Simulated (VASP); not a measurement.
Given:

```xyz
2
Lattice="0.0000 3.1591 3.1591 3.1591 0.0000 3.1591 3.1591 3.1591 0.0000" Properties=species:S:1:pos:R:3 pbc="T T T"
Te     3.1591     3.1591     3.1591
Pb     0.0000     0.0000     0.0000
```

Calculation: LDA (Ceperley-Alder, Perdew-Zunger), VASP's LDA PAW potentials (set 64) (plane waves; VASP). Settings: 520 eV cut-off, 7×7×7 Γ-centred mesh, Gaussian smearing of 0.050 eV, potentials Te Pb_d.

Task: Give the stress tensor in GPa (positive for a compressed cell).

Result: 
```
1.58  0.00  0.00
0.00  1.58  0.00
0.00  0.00  1.58
```
The pressure is its mean diagonal, 1.58 GPa.

The compound is PbTe in the rock salt structure. This cell is one point of a volume scan, at 0.97 of the reference volume.
